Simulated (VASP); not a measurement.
# NiMoIrPdW: relaxation of cell and atoms with PBE

The system is NiMoIrPdW.

```xyz
5
Lattice="3.9039 0.0000 0.0000 0.0000 4.1974 0.0000 0.0000 0.0000 4.4012" Properties=species:S:1:pos:R:3 pbc="T T T"
Ni    1.9519    0.0000    0.0000
Mo    0.0000    2.0987    2.2006
Pd    0.0000    0.0000    0.0000
Ir    1.9519    0.0000    2.2006
W     0.0000    2.0987    0.0000
```

The cell was built by a generator and needn't be a form met in nature.

```
Program                : VASP 6.6.1
Task                   : relaxation of cell and atoms
Functional             : PBE
Potentials or basis    : VASP PAW PBE potentials, release 64 (Ni, Mo_sv, Pd, Ir, W_sv)
Cutoff                 : 520 eV
k mesh                 : 5 × 4 × 4
Occupations            : gaussian, width 0.15 eV
Spin                   : collinear spin, ferromagnetic start
Starting moments       : [1.0, 1.0, 0.0, 0.6, 0.0] μB
Further INCAR settings : PREC = Normal; ALGO = Fast; EDIFF = 0.0001; IBRION = 2; EDIFFG = -0.08; NSW = 24; ISIF = 3
```

```json
{"Relaxed volume": "20.27 Å³/atom", "Relaxed cell": "a = 4.542 Å, b = 4.723 Å, c = 4.725 Å, α = 90.00°, β = 90.00°, γ = 90.00°", "Space group after relaxing (to 0.05 Å)": "Pmmm (No. 47)", "Energy gained by relaxing": "1129.8 meV/atom", "Ionic steps": "10", "Pressure after relaxing": "-0.3 GPa", "Band gap on the k mesh": "none (metal or under the smearing width)", "Net moment": "-0.09 μB per cell", "Site moments": "Ni +0.00; Mo -0.12; Pd +0.00; Ir +0.01; W +0.00 μB", "Valence electrons inside the program's atomic spheres": "Ni 9.35; Mo 12.41; Pd 9.84; Ir 7.81; W 12.14"}
```

Stress tensor (GPa, compression positive):
```
 0.07  0.00  0.00
 0.00 -0.49  0.00
 0.00  0.00 -0.36
```

Step by step:
```csv
step,energy change (eV),largest force (eV/Å),pressure (GPa),volume (Å³)
1,0.0000,0.0000,87.42,72.12
2,4.0844,0.0000,-21.53,189.22
3,354.2875,0.0000,-13.34,107.64
4,1.7423,0.0000,-5.58,99.17
5,-5.3561,0.0000,4.96,95.58
6,-5.4729,0.0000,2.15,97.23
7,-5.4915,0.0000,1.28,98.25
8,-5.6434,0.0000,2.07,98.78
9,-5.6462,0.0000,1.74,98.74
10,-5.6491,0.0000,-0.26,101.37
```

Final structure:
```xyz
5
Lattice="4.5422 0.0000 0.0000 0.0000 4.7230 0.0000 0.0000 0.0000 4.7251" Properties=species:S:1:pos:R:3 pbc="T T T"
Ni    2.2711    0.0000    0.0000
Mo    0.0000    2.3615    2.3626
Pd    4.5422    0.0000    0.0000
Ir    2.2711    0.0000    2.3626
W     4.5422    2.3615    0.0000
```

Levels at points of the mesh, in eV from the Fermi level:
Spin up:
| k point | band 24 | band 25 | band 26 | band 27 | band 28 | band 29 | band 30 | band 31 | band 32 | band 33 |
| --- | --- | --- | --- | --- | --- | --- | --- | --- | --- | --- |
| (0.00, 0.00, 0.00) | -0.67 | 0.05 | 0.07 | 0.19 | 0.44 | 1.10 | 1.13 | 1.21 | 1.32 | 1.38 |
| (0.00, 0.50, 0.00) | -1.26 | -1.06 | -0.56 | -0.52 | 0.04 | 0.09 | 0.32 | 0.56 | 0.70 | 1.31 |
| (0.00, 0.00, 0.50) | -0.78 | -0.66 | -0.43 | -0.42 | -0.31 | 0.03 | 0.41 | 0.74 | 0.91 | 1.20 |
| (0.00, 0.50, 0.50) | -0.86 | -0.72 | -0.68 | -0.61 | -0.49 | -0.37 | -0.32 | -0.15 | -0.14 | 0.04 |
Spin down:
| k point | band 27 | band 28 | band 29 | band 30 | band 31 | band 32 |
| --- | --- | --- | --- | --- | --- | --- |
| (0.00, 0.00, 0.00) | 0.20 | 0.42 | 1.10 | 1.13 | 1.19 | 1.28 |
| (0.00, 0.50, 0.00) | -0.52 | 0.04 | 0.11 | 0.33 | 0.53 | 0.65 |
| (0.00, 0.00, 0.50) | -0.42 | -0.35 | -0.08 | 0.39 | 0.68 | 0.91 |
| (0.00, 0.50, 0.50) | -0.62 | -0.53 | -0.37 | -0.32 | -0.20 | -0.14 |

Run time: 24 min on 1 thread of AMD EPYC 9R14 (Zen 4) (shared host), peak memory 0.24 GiB.

Caveat: the k mesh is coarse (spacing up to 0.37 Å⁻¹), so the values aren't converged; the volume moved by over 15 % at a fixed basis, so the end points are rough; the relaxation stopped at a loose force limit of 0.08 eV/Å, so its end isn't a converged minimum. Spin-orbit coupling is left out, which matters for the levels of Ir, W.
